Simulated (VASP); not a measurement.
Input for VASP

KPOINTS:
```
Automatic mesh
0
Gamma
11 11 1
```

**INCAR**
```
SYSTEM = Mo2N
PREC = Accurate; ENCUT = 520; LREAL = .FALSE.
LASPH = .TRUE.
EDIFF = 1E-6; NELM = 100; ALGO = Normal
LMAXMIX = 4
ISMEAR = 1; SIGMA = 0.1
GGA = PS
IBRION = 2; NSW = 60; ISIF = 4
EDIFFG = -0.02
LWAVE = .FALSE.; LCHARG = .FALSE.
```

### POSCAR
```
Mo2N
1
    2.7647469875     0.0000000328    -0.0000000000
   -1.3823729765     2.3943411725     0.0000000000
    0.0000000000     0.0000000000    19.1454584223
N Mo
1 2
Direct
  0.0000000000   0.0000000000   0.5000000000
  0.3333330000   0.6666670000   0.5727285414
  0.6666670000   0.3333330000   0.4272714586
```

POTCAR, in this order: N Mo_sv (PBE.64 set). Program: vasp_std.

### Question
Translate this PBEsol calculation to Quantum ESPRESSO's pw.x.

### Answer
One equivalent input (not run):
```
&CONTROL
  calculation = 'vc-relax'
  pseudo_dir = './pseudo'
  outdir = './out'
  tprnfor = .true.
  tstress = .true.
  nstep = 60
  forc_conv_thr = 0.00078
/
&SYSTEM
  ibrav = 0
  nat = 3
  ntyp = 2
  ecutwfc = 84
  occupations = 'smearing'
  smearing = 'methfessel-paxton'
  degauss = 0.00735
  input_dft = 'pbesol'
/
&ELECTRONS
  conv_thr = 7.3e-08
  electron_maxstep = 100
/
&IONS
/
&CELL
  cell_dofree = 'shape'
/
ATOMIC_SPECIES
  N 14.007 N.upf
  Mo 95.950 Mo.upf
CELL_PARAMETERS angstrom
     2.7647470    0.0000000   -0.0000000
    -1.3823730    2.3943412    0.0000000
     0.0000000    0.0000000   19.1454584
ATOMIC_POSITIONS crystal
  N    0.0000000  0.0000000  0.5000000
  Mo   0.3333330  0.6666670  0.5727285
  Mo   0.6666670  0.3333330  0.4272715
K_POINTS automatic
  11 11 1 0 0 0
```
What does not carry over: the potentials are each code's own (VASP's PAW set, PseudoDojo norm-conserving files in pw.x), so ENCUT and ecutwfc are chosen apart and not converted; conv_thr bounds pw.x's estimated SCF error, while EDIFF bounds the energy change between steps; forc_conv_thr acts on force components and is met together with etot_conv_thr.

The cell is a sheet with vacuum, built from a generated structure.
